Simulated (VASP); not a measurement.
Input for VASP

### POSCAR
```
GdN
1
    1.7252750000     0.9960880000     2.9528000000
   -1.7252750000     0.9960880000     2.9528000000
    0.0000000000    -1.9921760000     2.9528000000
Gd N
1 1
Direct
  0.7624000000   0.7624000000   0.7624000000
  0.2376000000   0.2376000000   0.2376000000
```

INCAR:
```
SYSTEM = GdN
PREC = Accurate
ENCUT = 520
EDIFF = 1E-6
NELM = 100
ALGO = Normal
LREAL = .FALSE.
LASPH = .TRUE.
ISMEAR = 0
SIGMA = 0.05
LMAXMIX = 6
LWAVE = .FALSE.
LCHARG = .FALSE.
ISIF = 2
METAGGA = R2SCAN
LEPSILON = .TRUE.
```

File KPOINTS:
```
Automatic mesh
0
Gamma
7 7 7
0 0 0
```

POTCAR, in this order: Gd_3 N (PBE.64 set). Program: vasp_std.

Output of the run:

**standard output**
```
 POSCAR found type information on POSCAR GdN
 POSCAR found :  2 types and       2 ions
 Reading from existing POTCAR
 Reading from existing POTCAR

 -----------------------------------------------------------------------------
|                                                                             |
|               ----> ADVICE to this user running VASP <----                  |
|                                                                             |
|     You enforced a specific xc type in the INCAR file but a different       |
|     type was found in the POTCAR file.                                      |
|     I HOPE YOU KNOW WHAT YOU ARE DOING!                                     |
|                                                                             |
 -----------------------------------------------------------------------------

 LDA part: xc-table for (None), standard interpolation
 POSCAR, INCAR and KPOINTS ok, starting setup
 WAVECAR not read
 entering main loop
       N       E                     dE             d eps       ncg     rms          rms(c)
DAV:   1     0.174920606312E+02    0.17492E+02   -0.75162E+03   968   0.125E+03
DAV:   2    -0.454333074981E+02   -0.62925E+02   -0.59558E+02  1197   0.252E+02
DAV:   3    -0.487313988175E+02   -0.32981E+01   -0.32700E+01  1241   0.475E+01
DAV:   4    -0.487920782828E+02   -0.60679E-01   -0.60444E-01  1358   0.592E+00
DAV:   5    -0.487932368216E+02   -0.11585E-02   -0.11583E-02  1280   0.593E-01    0.314E+01
DAV:   6    -0.433820870473E+02    0.54111E+01   -0.14600E+01  1191   0.261E+01    0.243E+01
DAV:   7    -0.435175730358E+02   -0.13549E+00   -0.73760E-01  1163   0.759E+00    0.151E+01
DAV:   8    -0.435305386931E+02   -0.12966E-01   -0.10713E-01  1153   0.326E+00    0.286E+00
DAV:   9    -0.435241137599E+02    0.64249E-02   -0.49264E-02  1200   0.135E+00    0.516E-01
DAV:  10    -0.435243038692E+02   -0.19011E-03   -0.17958E-03  1091   0.403E-01    0.263E-01
DAV:  11    -0.435243233993E+02   -0.19530E-04   -0.27266E-04  1273   0.157E-01    0.251E-02
DAV:  12    -0.435243240254E+02   -0.62610E-06   -0.10862E-05  1158   0.323E-02    0.637E-03
DAV:  13    -0.435243233699E+02    0.65548E-06   -0.84637E-07   673   0.996E-03
   1 F= -.43524323E+02 E0= -.43524323E+02  d E =-.149724E-13

 -----------------------------------------------------------------------------
|                                                                             |
|     EEEEEEE  RRRRRR   RRRRRR   OOOOOOO  RRRRRR      ###     ###     ###     |
|     E        R     R  R     R  O     O  R     R     ###     ###     ###     |
|     E        R     R  R     R  O     O  R     R     ###     ###     ###     |
|     EEEEE    RRRRRR   RRRRRR   O     O  RRRRRR       #       #       #      |
|     E        R   R    R   R    O     O  R   R                               |
|     E        R    R   R    R   O     O  R    R      ###     ###     ###     |
|     EEEEEEE  R     R  R     R  OOOOOOO  R     R     ###     ###     ###     |
|                                                                             |
|     You have switched on METAGGA and linear-response routines. This         |
|     combination is currently not supported. If you have selected            |
|     LEPSILON=.TRUE., you can try using LCALCEPS=.TRUE. instead. In all      |
|     other cases, VASP will stop. SOOO sorry...                              |
|                                                                             |
|       ---->  I REFUSE TO CONTINUE WITH THIS SICK JOB ... BYE!!! <----       |
|                                                                             |
 -----------------------------------------------------------------------------
```

### Question
Read the log: what went wrong, and how is it fixed?

### Answer
The cause: LEPSILON was set with a meta-GGA. VASP stops with an error: You have switched on METAGGA and linear-response routines. This combination is currently not supported. If you have selected LEPSILON=.TRUE., you can try using LCALCEPS=.TRUE. instead. In all other cases, VASP will stop. SOOO sorry... ----> I REFUSE TO CONTINUE WITH THIS SICK JOB ... BYE!!! <---- To mend it, use a GGA with LEPSILON, or finite fields (LCALCEPS) with the meta-GGA. The plain static run on this cell (PBE GGA, plane waves, VASP's PBE PAW potentials (set 64)) converges, and its OSZICAR ends with
```
   1 F= -.16094367E+02 E0= -.16094367E+02  d E =-.295098E-16
```

The structure was generated: GdN was put into the alpha-GeTe type (R3m), which need not be its known phase. The cell was not relaxed at this level. The 4f electrons are frozen in the core of the lanthanide potential, so 4f levels, which can set the real gap, and their magnetism are missing.
